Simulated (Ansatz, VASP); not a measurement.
## One calculation of CoTePb2F6, two programs

```
Pb Co Te F
1.0
    -2.97813    2.97813    4.21044
     2.97813   -2.97813    4.21044
     2.97813    2.97813   -4.21044
Pb Co Te F
2 1 1 6
Direct
  0.25000 0.75000 0.50000
  0.75000 0.25000 0.50000
  0.00000 0.00000 0.00000
  0.50000 0.50000 0.00000
  0.26145 0.26145 0.52290
  0.26145 0.73855 0.00000
  0.73855 0.73855 0.47710
  0.73855 0.26145 0.00000
  0.25960 0.25960 0.00000
  0.74040 0.74040 0.00000
```

The cell was built by a generator and needn't be a form met in nature.

Alike in both runs: task single point; functional PBE; k mesh 8 × 8 × 8; occupations fermi-dirac, width 0.0572 eV; no spin polarisation.

```csv
,VASP,Ansatz
version,VASP 6.6.1,Ansatz 0.2.0
potentials or method,"VASP PAW PBE potentials, release 64 (Pb_d, Co, Te, F)",PAW plane waves
plane-wave cutoff (eV),520,420
valence electrons in the cell,85,103
```

```tsv
	VASP	Ansatz	Ansatz less VASP
pressure (GPa)	18.8	19.2	+0.40
largest component of the traceless stress (GPa)	0.49	0.49	+0.004
rms of the force components (eV/Å)	1.196	1.201	+0.0054
```

Atom by atom the forces differ by 0.005 eV/Å (rms over components). The functional is the same, so the differences come from potentials, cutoffs and numerics. The two sets of potentials don't hold the same shells in valence.

Caveats: so large a pressure means that the cell lies far from this level's equilibrium, or that cutoff or potentials fall short (VASP); an odd number of electrons without spin polarisation forces a metal; a magnetic or distorted state may lie lower; the run has no spin polarisation, though such a crystal can be magnetic; semilocal functionals often make such compounds metallic where correlation or magnetic order opens a gap, which also shifts bond lengths. The runs have no spin-orbit coupling, so splittings on Pb, Te are missing. Spin polarisation is off, so any magnetic state and its effect on volume and gap are missing.
